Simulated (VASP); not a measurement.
Computed with PBE GGA, VASP's PBE PAW potentials (set 64) (plane waves; VASP 6.6.1).

Input for VASP

### POSCAR
```
Rh
1
    0.0000000000     1.8850970000     1.8850970000
    1.8850970000     0.0000000000     1.8850970000
    1.8850970000     1.8850970000     0.0000000000
Rh
1
Direct
  0.0000000000   0.0000000000   0.0000000000
```

KPOINTS:
```
Regular mesh
0
Gamma
12 12 12
0.5 0.5 0.5
```

INCAR:
```
# general
SYSTEM  = Rh
PREC    = Accurate
ENCUT   = 300
LREAL   = .FALSE.
LASPH   = .TRUE.

# electronic loop
EDIFF   = 1E-6
NELM    = 100
ALGO    = Normal
LMAXMIX = 4

# smearing
ISMEAR  = 0
SIGMA   = 0.1

# functional
GGA     = PE

# ions
ISIF    = 2

# output
LWAVE   = .FALSE.
LCHARG  = .FALSE.
```

POTCAR, in this order: Rh_pv (PBE.64 set). Program: vasp_std.

Task: What will the output report for the number of irreducible k-points (NKPTS), largest plane-wave count, number of space-group operations, FFT grid (NGX, NGY, NGZ)?

Result: 
```json
{
  "number of irreducible k-points (NKPTS)": "182",
  "largest_plane_wave_count": "169",
  "number_of_space_group_operations": "48",
  "FFT grid (NGX, NGY, NGZ)": "16 × 16 × 16"
}
```

The structure comes from a computed database's Rh entry; how it stands against other phases isn't given here. The cell was not relaxed at this level.
